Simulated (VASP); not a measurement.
All values below come from revTPSS meta-GGA, VASP's PBE PAW potentials (set 64) (plane waves; VASP).

VASP ran on this input.

**POSCAR**
```
KI
1
    0.0000000000     3.5350000000     3.5350000000
    3.5350000000     0.0000000000     3.5350000000
    3.5350000000     3.5350000000     0.0000000000
K I
1 1
Direct
  0.0000000000   0.0000000000   0.0000000000
  0.5000000000   0.5000000000   0.5000000000
```

File KPOINTS:
```
Automatic mesh
0
Gamma
6 6 6
0 0 0
```

INCAR:
```
SYSTEM = KI
PREC = Accurate
ENCUT = 520
EDIFF = 1E-6
NELM = 100
ALGO = Normal
LREAL = .FALSE.
LASPH = .TRUE.
ISMEAR = 0
SIGMA = 0.05
METAGGA = RTPSS
LMIXTAU = .TRUE.
LMAXMIX = 4
LWAVE = .FALSE.
LCHARG = .FALSE.
IBRION = 2
ISIF = 3
NSW = 60
EDIFFG = -0.01
```

POTCAR, in this order: K_sv I (PBE.64 set). Program: vasp_std.

Energy and stress use the plane-wave basis of the starting cell. Unless said otherwise, spin-orbit coupling is left out, though it shifts the bands of the heavy elements here.

### Question
What does the run give for the energy per atom (σ→0), volume per atom, band gap (on the k-mesh)?

### Answer

```yaml
energy per atom (σ→0): 665.8 kJ/mol of atoms
band gap (on the k-mesh): 4.26 eV
volume_per_atom: 46.21 Å³/atom
```

**OSZICAR**
```
...
DAV:   4     0.138004516095E+02   -0.37713E-03   -0.13531E-03   660   0.435E-01    0.838E-02
DAV:   5     0.138003535014E+02   -0.98108E-04   -0.61075E-04   432   0.333E-01    0.125E-01
DAV:   6     0.138001393688E+02   -0.21413E-03   -0.19094E-04   452   0.169E-01    0.184E-02
DAV:   7     0.138001379501E+02   -0.14186E-05   -0.30453E-05   716   0.463E-02    0.884E-03
DAV:   8     0.138001475326E+02    0.95824E-05   -0.32353E-05   384   0.530E-02    0.124E-02
DAV:   9     0.138001367198E+02   -0.10813E-04   -0.16195E-05   400   0.426E-02    0.386E-03
DAV:  10     0.138001366592E+02   -0.60599E-07   -0.82750E-08   212   0.272E-03
   4 F= 0.13800137E+02 E0= 0.13800137E+02  d E =-.578210E-02
```

The compound is KI in the rock salt structure. This run relaxes it. Symmetry was kept, so distortions that lower it aren't found.
